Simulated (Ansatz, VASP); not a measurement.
# Cross-check of Ge between VASP and Ansatz, part 2 of 2

Wanted: the spread between two codes on one cell, functional and k mesh. Of the first pair: The cell is taken from a series of runs on this material, whose earlier steps may have relaxed, scaled, displaced or heated it; both programs get it as it stands.

VASP 6.6.1 and Ansatz 0.2.0.

So far: The structure; Ansatz: relaxation of cell and atoms, PBEsol; VASP: relaxation of cell and atoms, PBEsol; Comparison.

## (5) Ansatz: relaxation, PBEsol

Level of this step: Ansatz beside VASP: Kohn-Sham DFT, plane waves, PBEsol (Ansatz).

This run makes the geometry at which the two programs are then compared.

The structure compared here is the end of the Ansatz relaxation.

File input.yaml:

```yaml
crystal:
  lattice:
    - [0.0, 2.8378169712, 2.8378169712]
    - [2.8378169712, 0.0, 2.8378169712]
    - [2.8378169712, 2.8378169712, 0.0]
  atoms:
    - { symbol: Ge, position: [0.5, 0.5, 0.5] }
    - { symbol: Ge, position: [0.75, 0.75, 0.75] }
kpoints:
  mp_grid: { grid: [8, 8, 8] }
scf:
  occupations: { method: fermi_dirac, width: 0.02 }
hamiltonian:
  xc: pbesol
  pseudopotentials: { kind: paw, azcp: { folder: soft_1 }, xc_functional: pbe }
basis:
  ecutwfc: 600
output:
  forces: true
  stress: true
relax:
  f_tol: 0.005
  max_steps: 70
  cell: { stress_tol: 0.02, p_target: 5 }
```

Command:

```bash
ansatz run input.yaml --threads 4 --pin off --max-ram 10240MiB --backend cpu --events-out ev --progress --plain --runs-dir out
```

Numbers of over 12 decimals in the logs are rounded to 6 here.

Log:

```text
[...]
Crystal: 2 atoms, lattice volume = 45.707 Å³
Basis set: ecut = 600 eV, 1471 PW (Γ), exchange–correlation on 72×72×72 points (8 copies of the dense FFT grid, shifted against one another)
Bands: 18, of which v1, the nominal top of the filled ones, is band 14 counted from 1 (13 counted from 0)
Symmetry: 48 space group operations
[...]
k-points: 29 of 512
[...]
-0.000000       4.999844      -0.000000
        0.000000      -0.000000       4.999844
  P = ⅓ Tr σ = 4.9998 GPa (49.998 kbar)
--- Relaxed structure (4 steps of the walk, 4 accepted, 1 SCFs on fresh bases) ---
[...]
cell:  # Å, volume = 42.8491 Å³
    - [0, 2.777393, 2.777393]
    - [2.777393, 0, 2.777393]
    - [2.777393, 2.777393, 0]
  atoms:
    - { symbol: Ge, position: [0.500000, 0.500000, 0.500000] }
    - { symbol: Ge, position: [0.75, 0.75, 0.750000] }
[key lines of the parts left out:]
SCF converged after 5 iterations
Free energy (F): -8506.955883 eV
Fermi energy:    9.304446 eV
```

## (6) VASP: single point, PBEsol, pair 2

The same cell, functional, mesh and smearing now go to VASP, with its own data sets.

File INCAR:

```
SYSTEM = Ge
PREC = Accurate
ENCUT = 500
EDIFF = 1E-06
NELM = 120
ISMEAR = -1
SIGMA = 0.02
LREAL = .FALSE.
ALGO = Normal
GGA = PS
NBANDS = 20
LORBIT = 11
LWAVE = .FALSE.
LCHARG = .FALSE.
ISIF = 2
LASPH = .TRUE.
GGA_COMPAT = .FALSE.
EFERMI = MIDGAP
```

File POSCAR:

```
Ge
1.0
    0.0000000000      2.7773933437      2.7773933437
    2.7773933437      0.0000000000      2.7773933437
    2.7773933437      2.7773933437      0.0000000000
Ge
2
Direct
    0.5000000000      0.5000000000      0.5000000000
    0.7500000000      0.7500000000      0.7500000000
```

File KPOINTS:

```
Automatic mesh
0
Gamma
8 8 8
0 0 0
```

PAW data sets: Ge_d (PBE family, release 64).

Command:

```bash
mpirun -np 1 vasp_std
```

Log:

```text
[banner, memory and clock lines left out]
running    1 mpi-ranks, on    1 nodes
[...]
[... a notice as in an earlier step ...]

 LDA part: xc-table for (Slater+PW92), standard interpolation
 POSCAR, INCAR and KPOINTS ok, starting setup
[...]
entering main loop
       N       E                     dE             d eps       ncg     rms          rms(c)
DAV:   1     0.182819779582E+03    0.18282E+03   -0.14598E+04  1260   0.379E+03
DAV:   2     0.148011252311E+02   -0.16802E+03   -0.16367E+03  1160   0.579E+02
DAV:   3    -0.924346317512E+01   -0.24045E+02   -0.23880E+02  1312   0.144E+02
DAV:   4    -0.998974058166E+01   -0.74628E+00   -0.74582E+00  1292   0.298E+01
[...]
DAV:  10    -0.982220001782E+01   -0.38633E-05   -0.11977E-05  1520   0.351E-02    0.558E-03
DAV:  11    -0.982220121138E+01   -0.11936E-05   -0.25760E-06  1196   0.187E-02    0.148E-03
DAV:  12    -0.982220098929E+01    0.22208E-06   -0.20625E-07   724   0.957E-03
   1 F= -.98222010E+01 E0= -.98221996E+01  d E =-.276943E-05
```

OUTCAR, selected parts (step 6):

```text
  Total        1.2875791      1.2875791      1.2875791      0.0000000      0.0000000      0.0000000
  in kB       48.1440166     48.1440166     48.1440166      0.0000000      0.0000000      0.0000000
  external PRESSURE =      48.1440166 kB  Pullay stress =       0.0000000 kB

 POSITION                                       TOTAL-FORCE (eV/Angst)
 -----------------------------------------------------------------------------------
      2.77739      2.77739      2.77739         0.000000      0.000000      0.000000
      4.16609      4.16609      4.16609        -0.000000     -0.000000     -0.000000
 -----------------------------------------------------------------------------------
    total drift:                                0.000000     -0.000000     -0.000000

  FREE ENERGIE OF THE ION-ELECTRON SYSTEM (eV)
  ---------------------------------------------------
  free  energy   TOTEN  =        -9.8222009893 eV

  energy  without entropy=       -9.8221982199  energy(sigma->0) =       -9.82219960

[... 1 part as in an earlier step ...]

[... 2 further parts left out ...]
[key lines of the parts left out:]
E-fermi :   5.5619
```

The run ends at a pressure of 4.81 GPa.

## (7) Side by side

What differs besides the data sets and the points named for the pairs above, as far as they apply: Ansatz's pressure holds a Pulay correction, VASP's none. Total energies have different zeros and are not compared.

Both answers:

```csv
quantity,Ansatz,VASP,difference
pressure (GPa),5.00,4.81,+0.19
gap on the k mesh (eV),0.290,0.296,-0.006
```

A gap on the mesh is an upper bound, since the band edges may lie between its points.

## (8) Ansatz: relaxation, PBEsol

This run makes the geometry at which the two programs are then compared. The cell compared in this pair holds 39.16 Å³, against 42.85 Å³ for the pair before.

The structure compared here is the end of the Ansatz relaxation.

input.yaml, as its differences from that of step 5:

```diff
@@ -20,2 +20,6 @@
   stress: true
+  write_density: true
+  write_potential: true
+  elf: true
+  volumetric_format: npy
 relax:
@@ -23,2 +27,2 @@
   max_steps: 70
-  cell: { stress_tol: 0.02, p_target: 5 }
+  cell: { stress_tol: 0.02, p_target: 15 }
```

Command:

```bash
ansatz run input.yaml --threads 4 --pin off --max-ram 10240MiB --backend cpu --events-out ev --progress --plain --runs-dir out
```

Log:

```text
[...]
Crystal: 2 atoms, lattice volume = 45.707 Å³
Basis set: ecut = 600 eV, 1471 PW (Γ), exchange–correlation on 72×72×72 points (8 copies of the dense FFT grid, shifted against one another)
Bands: 18, of which v1, the nominal top of the filled ones, is band 14 counted from 1 (13 counted from 0)
Symmetry: 48 space group operations
[...]
k-points: 29 of 512
[...]
k-point 28: bands = [... 10 lower, 1.1247, 1.1247, 5.7945, 5.7945, 15.1958, 15.1958, 15.3437, 15.3437]
--- Relaxed structure (4 steps of the walk, 4 accepted, 1 SCFs on fresh bases) ---
[...]
cell:  # Å, volume = 39.1599 Å³
    - [0, 2.695280, 2.695280]
    - [2.695280, 0, 2.695280]
    - [2.695280, 2.695280, 0]
  atoms:
    - { symbol: Ge, position: [0.500000, 0.500000, 0.500000] }
    - { symbol: Ge, position: [0.75, 0.75, 0.75] }
[key lines of the parts left out:]
SCF converged after 5 iterations
Free energy (F): -8506.734500 eV
Fermi energy:    10.614741 eV
P = ⅓ Tr σ = 14.9998 GPa (149.998 kbar)
```

## (9) VASP: single point, PBEsol, pair 3

The same cell, functional, mesh and smearing now go to VASP, with its own data sets.

INCAR is that of step 6.

File POSCAR:

```
Ge
1.0
    0.0000000000      2.6952803663      2.6952803663
    2.6952803663      0.0000000000      2.6952803663
    2.6952803663      2.6952803663      0.0000000000
Ge
2
Direct
    0.5000000000      0.5000000000      0.5000000000
    0.7500000000      0.7500000000      0.7500000000
```

KPOINTS is that of step 6.

Command:

```bash
mpirun -np 1 vasp_std
```

Log:

```text
[... set-up lines as in an earlier step ...]
 entering main loop
       N       E                     dE             d eps       ncg     rms          rms(c)
DAV:   1     0.180146132401E+03    0.18015E+03   -0.14455E+04  1252   0.390E+03
DAV:   2     0.143174201461E+02   -0.16583E+03   -0.16117E+03  1160   0.589E+02
DAV:   3    -0.915336309984E+01   -0.23471E+02   -0.23277E+02  1300   0.143E+02
DAV:   4    -0.982083324327E+01   -0.66747E+00   -0.66702E+00  1316   0.281E+01
[...]
DAV:  10    -0.960169973399E+01    0.25845E-05   -0.12487E-05  1568   0.583E-02    0.539E-03
DAV:  11    -0.960170087359E+01   -0.11396E-05   -0.28717E-06  1024   0.131E-02    0.317E-03
DAV:  12    -0.960170087880E+01   -0.52023E-08   -0.16165E-07   788   0.410E-03
   1 F= -.96017009E+01 E0= -.96016981E+01  d E =-.562909E-05
```

From OUTCAR (step 9):

```text
  Total        3.6308057      3.6308057      3.6308057      0.0000000     -0.0000000     -0.0000000
  in kB      148.5496888    148.5496888    148.5496888      0.0000000     -0.0000000     -0.0000000
  external PRESSURE =     148.5496888 kB  Pullay stress =       0.0000000 kB

 POSITION                                       TOTAL-FORCE (eV/Angst)
 -----------------------------------------------------------------------------------
      2.69528      2.69528      2.69528         0.000000      0.000000      0.000000
      4.04292      4.04292      4.04292        -0.000000     -0.000000     -0.000000
 -----------------------------------------------------------------------------------
    total drift:                                0.000000      0.000000      0.000000

  FREE ENERGIE OF THE ION-ELECTRON SYSTEM (eV)
  ---------------------------------------------------
  free  energy   TOTEN  =        -9.6017008788 eV

  energy  without entropy=       -9.6016952497  energy(sigma->0) =       -9.60169806

[... 1 part as in an earlier step ...]

[... 2 further parts left out ...]
[key lines of the parts left out:]
E-fermi :   6.5245
```

The run ends at a pressure of 14.85 GPa.

## (10) Differences

Both answers:

```csv
quantity,Ansatz,VASP,difference
pressure (GPa),15.00,14.85,+0.14
gap on the k mesh (eV),0.268,0.273,-0.005
```

A gap on the mesh is an upper bound, since the band edges may lie between its points.

## (11) Results

```yaml
difference_in_volume_relaxation_of_cell_and_atoms_pbesol: 0.18 %
difference_in_gap_on_the_k_mesh_single_point_pbesol_pair_2: -0.0062 eV
difference_in_gap_on_the_k_mesh_single_point_pbesol_pair_3: -0.0046 eV
```

**Reading.** The difference in volume is 0.18 % (relaxation of cell and atoms, PBEsol), within the 1.2 % picked in this series as the mark of a large difference, as far as the stopping tolerances let one tell. 3 further runs of this series are not shown here. How closely two codes agree says nothing of how well the functional describes the real material.

[Lines on the potential files, build, host, timing and source positions are cut from VASP's logs without a mark.]

[Logs are printed without paths, hosts, clocks, repeated set-up lines and the standing remarks that a program may print on its own settings, such as how far it seeks lower states.]

[Hosts, paths, dates, database ids (printed as entryN), source tags and the programs' standing remarks are cut or masked in the printed files.]
